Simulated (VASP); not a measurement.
Method: LDA (Ceperley-Alder, Perdew-Zunger), VASP's LDA PAW potentials (set 64) (plane waves; VASP).

VASP ran on this input.

### INCAR
```
# general
SYSTEM  = AlInSb2
PREC    = Accurate
ENCUT   = 400
LREAL   = F
LASPH   = T
ICHARG  = 11

# electronic loop
EDIFF   = 1E-7
NELM    = 100
ALGO    = Normal
LMAXMIX = 4

# smearing
ISMEAR  = 0
SIGMA   = 0.05

# output
LWAVE   = F
LCHARG  = F
LORBIT  = 11
```

### KPOINTS
```
k-points along high-symmetry lines
12
Line-mode
Reciprocal
  0.000000   0.000000   0.000000 ! GAMMA
 -0.500000  -0.500000  -0.500000 ! T

 -0.500000  -0.500000  -0.500000 ! T
 -0.500000  -0.187676  -0.812324 ! H_2

 -0.187676   0.187676  -0.500000 ! H_0
  0.000000   0.000000  -0.500000 ! L

  0.000000   0.000000  -0.500000 ! L
  0.000000   0.000000   0.000000 ! GAMMA

  0.000000   0.000000   0.000000 ! GAMMA
  0.000000   0.343838  -0.343838 ! S_0

 -0.343838   0.000000  -0.656162 ! S_2
 -0.500000   0.000000  -0.500000 ! F

 -0.500000   0.000000  -0.500000 ! F
  0.000000   0.000000   0.000000 ! GAMMA
```

### POSCAR
```
AlInSb2
7.2277720
  0.3080084952   0.1778288165   0.9999999799
 -0.3080084952   0.1778288165   0.9999999799
  0.0000000000  -0.3556576330   0.9999999799
Al In Sb
1 1 2
direct
  0.0006729807   0.0006729807   0.0006729807
  0.4995641737   0.4995641737   0.4995641737
  0.8789734334   0.8789734334   0.8789734334
  0.3707824121   0.3707824121   0.3707824121
```

POTCAR, in this order: Al In_d Sb (LDA.64 set). Program: vasp_std. Read from the step before: CHGCAR.

The run wrote:

OUTCAR:
```
 ion  position               nearest neighbor table
   1  0.001  0.001  0.001-   3 2.64   4 2.69   4 2.69   4 2.69
   2  0.500  0.500  0.500-   3 2.76   3 2.76   3 2.76   4 2.79
   3  0.879  0.879  0.879-   1 2.64   2 2.76   2 2.76   2 2.76
   4  0.371  0.371  0.371-   1 2.69   1 2.69   1 2.69   2 2.79
  LATTYP: Found a trigonal (rhomboedric) cell.
 ALAT       =     7.6712927122
 COS(alpha) =     0.8315669685
 Subroutine PRICEL returns:
 Original cell was already a primitive cell.
 Subroutine GETGRP returns: Found  6 space group operations
The static configuration has the point symmetry C_3v.
The dynamic configuration has the point symmetry C_3v.
 Subroutine INISYM returns: Found  6 space group operations
   k-points           NKPTS =     84   k-points in BZ     NKDIM =     84   number of bands    NBANDS=     17
   number of dos      NEDOS =    301   number of ions     NIONS =      4
   total plane-waves  NPLWV = 125000
   dimension x,y,z NGX =    50 NGY =   50 NGZ =   50
   dimension x,y,z NGXF=   100 NGYF=  100 NGZF=  100
   ions per type =               1   1   2
   PREC   = accura    normal or accurate (medium, high low for compatibility)
   ISTART =      0    job   : 0-new  1-cont  2-samecut
   ICHARG =     11    charge: 1-file 2-atom 10-const
   ISPIN  =      1    spin polarized calculation?
   LNONCOLLINEAR =      F non collinear calculations
...
```

OSZICAR:
```
       N       E                     dE             d eps       ncg     rms          rms(c)
DAV:   1     0.152002930642E+03    0.15200E+03   -0.91082E+03  2856   0.112E+03
DAV:   2    -0.136258996933E+01   -0.15337E+03   -0.15131E+03  3111   0.279E+02
DAV:   3    -0.140477867235E+02   -0.12685E+02   -0.12178E+02  3814   0.864E+01
DAV:   4    -0.143827893531E+02   -0.33500E+00   -0.33478E+00  3525   0.172E+01
DAV:   5    -0.143950692529E+02   -0.12280E-01   -0.12278E-01  4620   0.292E+00
DAV:   6    -0.143952340825E+02   -0.16483E-03   -0.16483E-03  3831   0.309E-01
DAV:   7    -0.143952393338E+02   -0.52513E-05   -0.52512E-05  4620   0.524E-02
DAV:   8    -0.143952394120E+02   -0.78115E-07   -0.77886E-07  3786   0.591E-03
   1 F= -.14395239E+02 E0= -.14395239E+02  d E =-.163890E-10
```

### OUTCAR
```
 val. band max:        4.9967590688   @ k =   0.0000   0.0000   0.0000

 cond. band min:       5.4962410296   @ k =   0.0000   0.0000   0.0000



 k-point     1 :       0.0000    0.0000    0.0000
  band No.  band energies     occupation
      1      -9.5305      2.00000
      2      -9.4971      2.00000
      3      -9.4971      2.00000
      4      -9.4093      2.00000
      5      -9.4093      2.00000
      6      -5.9295      2.00000
      7      -4.4963      2.00000
      8      -0.7083      2.00000
      9       3.8118      2.00000
     10       3.8118      2.00000
     11       4.8441      2.00000
     12       4.9968      2.00000
     13       4.9968      2.00000
     14       5.4962      0.00000
     15       5.8052      0.00000
     16       7.8367      0.00000
     17       7.9393      0.00000

 k-point     2 :      -0.0455   -0.0455   -0.0455
  band No.  band energies     occupation
      1      -9.5305      2.00000
      2      -9.4971      2.00000
      3      -9.4971      2.00000
      4      -9.4093      2.00000
      5      -9.4093      2.00000
      6      -5.9246      2.00000
      7      -4.5086      2.00000
      8      -0.6856      2.00000
      9       3.8146      2.00000
     10       3.8146      2.00000
     11       4.7191      2.00000
     12       4.9893      2.00000
     13       4.9893      2.00000
     14       5.5629      0.00000
     15       5.8440      0.00000
     16       7.8471      0.00000
     17       7.8475      0.00000

 k-point     3 :      -0.0909   -0.0909   -0.0909
  band No.  band energies     occupation
      1      -9.5305      2.00000
      2      -9.4971      2.00000
      3      -9.4971      2.00000
      4      -9.4093      2.00000
      5      -9.4093      2.00000
      6      -5.9100      2.00000
      7      -4.5447      2.00000
      8      -0.6184      2.00000
      9       3.8230      2.00000
     10       3.8230      2.00000
     11       4.4516      2.00000
     12       4.9677      2.00000
...
```

The density is held fixed in this step, so its total energy and stress have no physical meaning. Unless said otherwise, spin-orbit coupling is left out, though it shifts the bands of the heavy elements here.

The structure comes from a computed database's AlInSb2 entry (R3m); how it stands against other phases isn't given here. It was relaxed first, which changed the volume by -7 %.
